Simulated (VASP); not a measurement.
A VASP calculation is set up with these files.

KPOINTS:
```
Automatic mesh
0
Gamma
10 10 10
0 0 0
```

INCAR:
```
# general
SYSTEM =Bi
PREC   =Accurate
ENCUT  =500
LREAL  =F
LASPH  =T

# electronic loop
EDIFF  =1E-6
NELM   =100
ALGO   =Normal
LMAXMIX=4

# smearing
ISMEAR =1
SIGMA  =0.1

# functional
GGA    =PS

# ions
IBRION =2
NSW    =40
ISIF   =3
EDIFFG =-0.02
PSTRESS=50

# output
LWAVE  =F
LCHARG =F
```

POSCAR:
```
Bi
1
    3.9076206897    -2.2106672635    -0.0466464860
    3.9076206897     2.2106672635    -0.0466464860
    2.7003503802     0.0000000000     3.5870368043
Bi
2
Direct
  0.2409317128   0.2409317128   0.2409317129
  0.7590682872   0.7590682872   0.7590682871
```

POTCAR, in this order: Bi_d (PBE.64 set). Program: vasp_std.

Task: Write an equivalent input for Quantum ESPRESSO's pw.x.

Result: One equivalent input (not run):
```
&CONTROL
  calculation = 'vc-relax'
  pseudo_dir = './pseudo'
  outdir = './out'
  tprnfor = .true.
  tstress = .true.
  nstep = 40
  forc_conv_thr = 0.00078
/
&SYSTEM
  ibrav = 0
  nat = 2
  ntyp = 1
  ecutwfc = 66
  occupations = 'smearing'
  smearing = 'methfessel-paxton'
  degauss = 0.00735
  input_dft = 'pbesol'
/
&ELECTRONS
  conv_thr = 7.3e-08
  electron_maxstep = 100
/
&IONS
/
&CELL
  press = 50
/
ATOMIC_SPECIES
  Bi 208.980 Bi.upf
CELL_PARAMETERS angstrom
     3.9076207   -2.2106673   -0.0466465
     3.9076207    2.2106673   -0.0466465
     2.7003504    0.0000000    3.5870368
ATOMIC_POSITIONS crystal
  Bi   0.2409317  0.2409317  0.2409317
  Bi   0.7590683  0.7590683  0.7590683
K_POINTS automatic
  10 10 10 0 0 0
```
Limits of the translation: the potentials are each code's own (VASP's PAW set, PseudoDojo norm-conserving files in pw.x), so ENCUT and ecutwfc are chosen apart and not converted; conv_thr bounds pw.x's estimated SCF error, while EDIFF bounds the energy change between steps; forc_conv_thr acts on force components and is met together with etot_conv_thr.

The compound is Bi in the a7 structure. It was relaxed first under an external pressure of 5 GPa.
